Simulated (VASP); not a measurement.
Energy against volume of NiAl (CsCl type). Method: PW91 GGA, VASP's PBE PAW potentials (set 64) (plane waves; VASP).

```tsv
V (Å³/atom)	E (eV/atom)
11.397	-5.22371
11.761	-5.24130
12.125	-5.24618
12.489	-5.24027
12.852	-5.22523
```

Problem. Fit a third-order Birch-Murnaghan equation of state.

Solution. 
The volume per atom is 12.10 Å³/atom. The bulk modulus comes out as 159 GPa and the pressure derivative of the bulk modulus is 4.47. The lattice constant a comes out as 2.892 Å.

Measured: bulk modulus 156 GPa (computed value off by +2.2 %), as given by Yamada et al., (2019), arXiv:1910.09660; a 2.882 Å at 0 K (computed value off by +0.3 %), as given by H. Levämäki et al., Physical Review B (2014), arXiv:1402.3671 [extrapolated to 0 K, zero-point anharmonic expansion removed (Haas, Tran, Blaha 2009)]. The calculation is for a static lattice, while the measured bulk modulus holds thermal and zero-point effects, which are part of the difference.

The compound is NiAl in the CsCl type structure. It was relaxed first. The run is not spin-polarised, so no magnetic state was tried.
